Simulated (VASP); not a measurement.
Input of a VASP 6.6.1 run:

Contents of INCAR:

```
ALGO = Normal
EDIFF = 1E-6
EDIFFG = -0.005
ENCUT = 600
GGA = PE
IBRION = 2
ISIF = 3
ISMEAR = 1
LASPH = T
LCHARG = F
LREAL = F
LWAVE = F
NELM = 80
NSW = 40
PREC = Accurate
SIGMA = 0.1
```

The input KPOINTS:

```
k-points
0
Gamma
  16 16 9
```

Contents of POSCAR:

```
Hf
1.0
    3.1967000000      0.0000000000      0.0000000000
   -1.5983500000      2.7684234083      0.0000000000
    0.0000000000      0.0000000000      5.0578000000
Hf
2
Direct
    0.3333333333      0.6666666667      0.2500000000
    0.6666666667      0.3333333333      0.7500000000
```

Potentials or basis: VASP PAW PBE potentials, release 64 (Hf_pv).

Run with:

```console
$ cat potpaw_PBE.64/Hf_pv/POTCAR > POTCAR
$ mpirun -np 1 vasp_std > vasp.out
```

Question: Predict the space group after relaxing (to 0.05 Å).

Answer: P6_3/mmc (No. 194).

Question: What does it give for the relaxed volume?

Answer: 22.44 Å³/atom.

Final structure:
```cif
data_structure
_symmetry_space_group_name_H-M 'P 1'
_symmetry_Int_Tables_number 1
_cell_length_a 3.1996
_cell_length_b 3.1996
_cell_length_c 5.0619
_cell_angle_alpha 90.000
_cell_angle_beta 90.000
_cell_angle_gamma 120.000
_cell_volume 44.88
loop_
_atom_site_label
_atom_site_type_symbol
_atom_site_fract_x
_atom_site_fract_y
_atom_site_fract_z
_atom_site_occupancy
Hf1 Hf 0.33333 0.66667 0.25000 1
Hf2 Hf 0.66667 0.33333 0.75000 1
```

The run has no spin-orbit coupling, so splittings on Hf are missing.
